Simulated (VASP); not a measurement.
# BiB (Fm-3m) in VASP: further runs

One crystal, BiB, is run at these levels: HSE06, PBEsol; tasks: single point.

All numbers are computed with VASP 6.6.1; they aren't measurements. Logs are shortened: lines on timing, memory, paths and dates and some standing lists are left out, and cuts for length are marked.

## Step 1: Starting point

It takes space group Fm-3m (No. 225, cubic). The conventional cell has a = 5.254 Å, b = 5.254 Å, c = 5.254 Å, α = 90.00°, β = 90.00°, γ = 90.00°. Around B (site symmetry m-3m) lie 6 Bi at 2.63 Å. Bi (site symmetry m-3m) is surrounded by 6 B at 2.63 Å.

The cell was built by a generator and needn't be a form met in nature.

## Step 2: Single point, HSE06

The input, POSCAR:

```
BiB
1.0
    0.0000000000      2.6268329169      2.6268329169
    2.6268329169      0.0000000000      2.6268329169
    2.6268329169      2.6268329169      0.0000000000
B Bi
1 1
Direct
    0.0000000000      0.0000000000      0.0000000000
    0.5000000000      0.5000000000      0.5000000000
```

The input, INCAR.step1:

```
PREC = Accurate
ENCUT = 520
EDIFF = 1E-5
ISMEAR = -1
SIGMA = 0.02
LREAL = False
LASPH = True
NELM = 60
ALGO = Normal
ISIF = 2
LWAVE = True
GGA = PE
NBANDS = 16
```

The input, INCAR.step2:

```
PREC = Accurate
ENCUT = 520
EDIFF = 1E-6
ISMEAR = -1
SIGMA = 0.02
LREAL = False
LASPH = True
NELM = 60
ALGO = Normal
ISIF = 2
LWAVE = False
LCHARG = True
GGA = PE
LHFCALC = True
HFSCREEN = 0.2079
PRECFOCK = Normal
LELF = True
LVHAR = True
ISTART = 1
NBANDS = 16
```

The input, KPOINTS:

```
Automatic mesh
0
Gamma
  4 4 4
```

Potentials or basis: VASP PAW PBE potentials, release 64 (B, Bi_d).

Launch:

```sh
> cat potpaw_PBE.64/B/POTCAR potpaw_PBE.64/Bi_d/POTCAR > POTCAR
> cp INCAR.step1 INCAR
> mpirun -np 1 vasp_std > vasp.out
> cp INCAR.step2 INCAR
> mpirun -np 1 vasp_std > vasp.out
```

OUTCAR:

```text
PREC = Accurate
   ENCUT = 520
   EDIFF = 1E-6
   ISMEAR = -1
   LREAL = False
   LASPH = True
   NELM = 60
   ISIF = 2
   GGA = PE
   LHFCALC = True
   HFSCREEN = 0.2079
   PRECFOCK = Normal
   ISTART = 1

 ion  position               nearest neighbor table
   1  0.000  0.000  0.000-   2 2.63   2 2.63   2 2.63   2 2.63   2 2.63   2 2.63
   2  0.500  0.500  0.500-   1 2.63   1 2.63   1 2.63   1 2.63   1 2.63   1 2.63

  LATTYP: Found a face centered cubic cell.
 ALAT       =     5.2536658338

  Lattice vectors:

 A1 = (   0.0000000000,   2.6268329169,   2.6268329169)
 A2 = (   2.6268329169,   0.0000000000,   2.6268329169)
 A3 = (   2.6268329169,   2.6268329169,   0.0000000000)

Analysis of symmetry for initial positions (statically):
=====================================================================
 Subroutine PRICEL returns:
 Original cell was already a primitive cell.

 Routine SETGRP: Setting up the symmetry group for a
 face centered cubic supercell.

 Subroutine GETGRP returns: Found 48 space group operations
 (whereof 48 operations were pure point group operations)
 out of a pool of 48 trial point group operations.

The static configuration has the point symmetry O_h .

Analysis of symmetry for dynamics (positions and initial velocities):
=====================================================================
 Subroutine PRICEL returns:
 Original cell was already a primitive cell.

 Routine SETGRP: Setting up the symmetry group for a
 face centered cubic supercell.

 Subroutine GETGRP returns: Found 48 space group operations
 (whereof 48 operations were pure point group operations)
 out of a pool of 48 trial point group operations.

The dynamic configuration has the point symmetry O_h .

 Subroutine INISYM returns: Found 48 space group operations
 (whereof 48 operations are pure point group operations),
 and found     1 'primitive' translations

----------------------------------------------------------------------------------------

                                     Primitive cell

  volume of cell :      36.2516

  direct lattice vectors                    reciprocal lattice vectors
     0.000000000  2.626832917  2.626832917    -0.190343283  0.190343283  0.190343283
     2.626832917  0.000000000  2.626832917     0.190343283 -0.190343283  0.190343283
     2.626832917  2.626832917  0.000000000     0.190343283  0.190343283 -0.190343283

  length of vectors
     3.714902737  3.714902737  3.714902737     0.329684236  0.329684236  0.329684236

  position of ions in fractional coordinates (direct lattice)
     0.000000000  0.000000000  0.000000000
     0.500000000  0.500000000  0.500000000

  ion indices of the primitive-cell ions
   primitive index   ion index
                 1           1
                 2           2

----------------------------------------------------------------------------------------

 KPOINTS: Automatic mesh

Automatic generation of k-mesh.
 Grid dimensions read from file:
 generate k-points for:    4    4    4

 Generating k-lattice:

  Cartesian coordinates                     Fractional coordinates (reciprocal lattice)
    -0.047585821  0.047585821  0.047585821     0.250000000  0.000000000  0.000000000
     0.047585821 -0.047585821  0.047585821     0.000000000  0.250000000  0.000000000
     0.047585821  0.047585821 -0.047585821     0.000000000  0.000000000  0.250000000

  Length of vectors
     0.082421059  0.082421059  0.082421059

  Shift w.r.t. Gamma in fractional coordinates (k-lattice)
     0.000000000  0.000000000  0.000000000

 Subroutine IBZKPT returns following result:
 ===========================================

 Found      8 irreducible k-points:

 Following reciprocal coordinates:
            Coordinates               Weight
  0.000000  0.000000  0.000000      1.000000
  0.250000  0.000000  0.000000      8.000000
  0.500000  0.000000  0.000000      4.000000
  0.250000  0.250000  0.000000      6.000000
  0.500000  0.250000  0.000000     24.000000
 -0.250000  0.250000  0.000000     12.000000
  0.500000  0.500000  0.000000      3.000000
 -0.250000  0.500000  0.250000      6.000000
   k-points           NKPTS =      8   k-points in BZ     NKDIM =     64   number of bands    NBANDS=     16
   number of dos      NEDOS =    301   number of ions     NIONS =      2
   total plane-waves  NPLWV =  21952
   dimension x,y,z NGX =    28 NGY =   28 NGZ =   28
   dimension x,y,z NGXF=    56 NGYF=   56 NGZF=   56
   ions per type =               1   1
   NGX,Y,Z   is equivalent  to a cutoff of  12.53, 12.53, 12.53 a.u.
   NGXF,Y,Z  is equivalent  to a cutoff of  25.06, 25.06, 25.06 a.u.
 SYSTEM =  unknown system
   PREC   = accura    normal or accurate (medium, high low for compatibility)
   ISTART =      1    job   : 0-new  1-cont  2-samecut
   ICHARG =      0    charge: 1-file 2-atom 10-const
   ISPIN  =      1    spin polarized calculation?
   LNONCOLLINEAR =      F non collinear calculations
   LSORBIT =      F    spin-orbit coupling
   LASPH  =      T    aspherical Exc in radial PAW
   ENCUT  =  520.0 eV  38.22 Ry    6.18 a.u.   6.91  6.91  6.91*2*pi/ulx,y,z
   NELM   =     60;   NELMIN=  2; NELMDL=  0     # of ELM steps
   EDIFF  = 0.1E-05   stopping-criterion for ELM
   LREAL  =      F    real-space projection
   EDIFFG = 0.1E-04   stopping-criterion for IOM
   NSW    =      0    number of steps for IOM
   IBRION =     -1    ionic relax: 0-MD 1-quasi-New 2-CG
   NFREE  =      0    steps in history (QN), initial steepest desc. (CG)
   ISIF   =      2    stress and relaxation
   ISYM   =      3    0-nonsym 1-usesym 2-fastsym
   POTIM  = 0.5000    time-step for ionic-motion
   TEBEG  =    0.0;   TEEND  =   0.0 temperature during run
   PSTRESS=    0.0 pullay stress
   NELECT =      18.0000    total number of electrons
   NUPDOWN=      -1.0000    fix difference up-down
   EMIN   =  10.00;   EMAX   =-10.00  energy-range for DOS
   EFERMI =   0.00;   METHOD = LEGACY
   ISMEAR =    -1;   SIGMA  =   0.02  broadening in eV -4-tet -1-fermi 0-gaus
   EFERMI_NEDOS =   21; number of points for ismear=-14 and -15
   IALGO  =     38    algorithm
   IMIX   =      1    mixing-type and parameters
     AMIX     =   0.40;   BMIX     =  1.00
     AMIX_MAG =   1.60;   BMIX_MAG =  1.00
  volume/ion in A,a.u.               =      18.13       122.32
  Fermi-wavevector in a.u.,A,eV,Ry     =   1.296353  2.449752 22.865007  1.680531
  Thomas-Fermi vector in A             =   2.427815
   LORBIT       =      0    0 simple, 1 ext, 2 COOP (PROOUT), +10 PAW based schemes
   GGA     = PE    functional components
   LHFCALC =     T    Hartree Fock is set to
   PRECFOCK=normal    Normal, Fast or Accurate (Low or Medium for compatibility)
   ENCUT4O =  -1.0   cutoff for four orbital integrals eV
   NKREDX  =     1    reduce k-point grid by
   NKREDY  =     1    reduce k-point grid by
   NKREDZ  =     1    reduce k-point grid by
   AEXX    =    0.2500 exact exchange contribution
   HFSCREEN=    0.2079 screening length (either q_TF or 0.3 A-1)
   HFSCREENC=   0.2079 screening length for correlation (either q_TF or 0.3 A-1)
   ENCUTFOCK=  -1.0 apply spherical cutoff to Coloumb kernel
   IVDW    =     0    specifies the selected vdW correction
   LEPSILON=     F    determine dielectric tensor
   LRPA    =     F    only Hartree local field effects (RPA)
 non-spin polarized calculation
  energy-cutoff  :      520.00
  volume of cell :       36.25
 maximum number of plane-waves:       992
  NGX = 24; NGY = 24; NGZ = 24

 number of electron      18.0000003 magnetization

 Free energy of the ion-electron system (eV)
  ---------------------------------------------------
  ext. energy  EPLUGINS =         0.00000000
  ---------------------------------------------------
  free energy    TOTEN  =        -9.24476185 eV

  energy without entropy =       -9.23938914  energy(sigma->0) =       -9.24207550

 E-fermi :   8.3808     XC(G=0):  -9.0679

 val. band max:        8.1041008366   @ k =   0.0000   0.0000   0.0000
 cond. band min:       8.4120707576   @ k =   0.2500   0.0000   0.0000
 fundamental gap:      0.3079699210
 Fermi energy:         8.3808477176

 k-point     1 :       0.0000    0.0000    0.0000
  band No.  band energies     occupation
      1     -16.7982      2.00000
      2     -16.7982      2.00000
      3     -16.7982      2.00000
      4     -16.7750      2.00000
      5     -16.7750      2.00000
      6      -7.6490      2.00000
[... 8 lines left out ...]
     15      17.1724      0.00000
     16      17.1724      0.00000

 k-point     2 :       0.2500    0.0000    0.0000
  band No.  band energies     occupation
      1     -16.8043      2.00000
      2     -16.8043      2.00000
      3     -16.7948      2.00000
      4     -16.7518      2.00000
      5     -16.7518      2.00000
      6      -6.5760      2.00000
[... 8 lines left out ...]
     15      18.9657      0.00000
     16      18.9658      0.00000

 k-point     3 :       0.5000    0.0000    0.0000
  band No.  band energies     occupation
      1     -16.8261      2.00000
      2     -16.8261      2.00000
      3     -16.7928      2.00000
      4     -16.7120      2.00000
      5     -16.7120      2.00000
      6      -4.3639      2.00000
[... 8 lines left out ...]
     15      22.6513      0.00000
     16      22.6513      0.00000

 k-point     4 :       0.2500    0.2500    0.0000
  band No.  band energies     occupation
      1     -16.8280      2.00000
      2     -16.8220      2.00000
      3     -16.7527      2.00000
      4     -16.7452      2.00000
      5     -16.7452      2.00000
      6      -6.2127      2.00000
[... 8 lines left out ...]
     15      21.8492      0.00000
     16      21.8492      0.00000

 k-point     5 :       0.5000    0.2500    0.0000
  band No.  band energies     occupation
      1     -16.8495      2.00000
      2     -16.7977      2.00000
      3     -16.7745      2.00000
      4     -16.7282      2.00000
      5     -16.7050      2.00000
      6      -4.0729      2.00000
[... 8 lines left out ...]
     15      22.1281      0.00000
     16      22.9349      0.00000

 k-point     6 :      -0.2500    0.2500    0.0000
  band No.  band energies     occupation
      1     -16.8237      2.00000
      2     -16.7966      2.00000
      3     -16.7734      2.00000
      4     -16.7413      2.00000
      5     -16.7337      2.00000
      6      -4.9069      2.00000
[... 8 lines left out ...]
     15      19.4678      0.00000
     16      21.5291      0.00000

 k-point     7 :       0.5000    0.5000    0.0000
  band No.  band energies     occupation
      1     -16.8837      2.00000
      2     -16.8458      2.00000
      3     -16.7303      2.00000
      4     -16.6897      2.00000
      5     -16.6897      2.00000
      6      -3.3015      2.00000
[... 8 lines left out ...]
     15      24.6568      0.00000
     16      26.2183      0.00000

 k-point     8 :      -0.2500    0.5000    0.2500
  band No.  band energies     occupation
      1     -16.8451      2.00000
      2     -16.7698      2.00000
      3     -16.7698      2.00000
      4     -16.7677      2.00000
      5     -16.6896      2.00000
      6      -2.9878      2.00000
[... 8 lines left out ...]
     15      19.6227      0.00000
     16      26.0188      0.00000

------------------------ aborting loop because EDIFF is reached ----------------------------------------

  FORCE on cell =-STRESS in cart. coord.  units (eV):
  Direction    XX          YY          ZZ          XY          YZ          ZX
  --------------------------------------------------------------------------------------
  -------------------------------------------------------------------------------------
  Total        0.1683817      0.1683817      0.1683817      0.0000000     -0.0000000      0.0000000
  in kB        7.4418014      7.4418014      7.4418014      0.0000000     -0.0000000      0.0000000
  external PRESSURE =       7.4418014 kB  Pullay stress =       0.0000000 kB

 VOLUME and BASIS-vectors are now :
 -----------------------------------------------------------------------------
  energy-cutoff  :      520.00
  volume of cell :       36.25
      direct lattice vectors                 reciprocal lattice vectors
     0.000000000  2.626832917  2.626832917    -0.190343283  0.190343283  0.190343283
     2.626832917  0.000000000  2.626832917     0.190343283 -0.190343283  0.190343283
     2.626832917  2.626832917  0.000000000     0.190343283  0.190343283 -0.190343283

 POSITION                                       TOTAL-FORCE (eV/Angst)
 -----------------------------------------------------------------------------------
      0.00000      0.00000      0.00000         0.000000     -0.000000     -0.000000
      2.62683      2.62683      2.62683        -0.000000      0.000000      0.000000
 -----------------------------------------------------------------------------------
    total drift:                               -0.000001     -0.000002     -0.000002

  FREE ENERGIE OF THE ION-ELECTRON SYSTEM (eV)
  ---------------------------------------------------
  free  energy   TOTEN  =        -9.2447618512 eV

  energy  without entropy=       -9.2393891427  energy(sigma->0) =       -9.24207550
```

Wall time 7.6 min (1 thread of Intel Xeon Platinum 8259CL at 2.50GHz (Skylake/Cascade Lake), shared host); peak memory 0.27 GiB.

Results:

```yaml
Free_energy: -9.2448 eV
Pressure: 0.7 GPa
Band_gap_on_the_k_mesh: none (metal or under the smearing width)
```

Levels at points of the mesh, in eV from the Fermi level:
| k point | band 5 | band 6 | band 7 | band 8 | band 9 | band 10 | band 11 | band 12 | band 13 | band 14 |
| --- | --- | --- | --- | --- | --- | --- | --- | --- | --- | --- |
| (0.00, 0.00, 0.00) | -25.16 | -16.03 | -0.28 | -0.28 | -0.28 | 0.07 | 7.23 | 7.23 | 7.23 | 8.79 |
| (0.50, 0.00, 0.00) | -25.09 | -12.74 | -9.84 | 1.05 | 1.05 | 1.90 | 1.90 | 3.00 | 3.16 | 11.44 |
| (0.50, 0.50, 0.00) | -25.07 | -11.68 | -7.22 | -4.97 | -3.55 | -3.55 | 4.11 | 9.36 | 9.36 | 10.18 |

Caveat: the k mesh is coarse (spacing up to 0.52 Å⁻¹), so the values aren't converged, least of all with exact exchange; the PAW data sets were made with another functional, which shifts forces and pressure a little; spin-orbit coupling is left out, which moves the levels of the heavy elements.

[end of part 1 of 2]
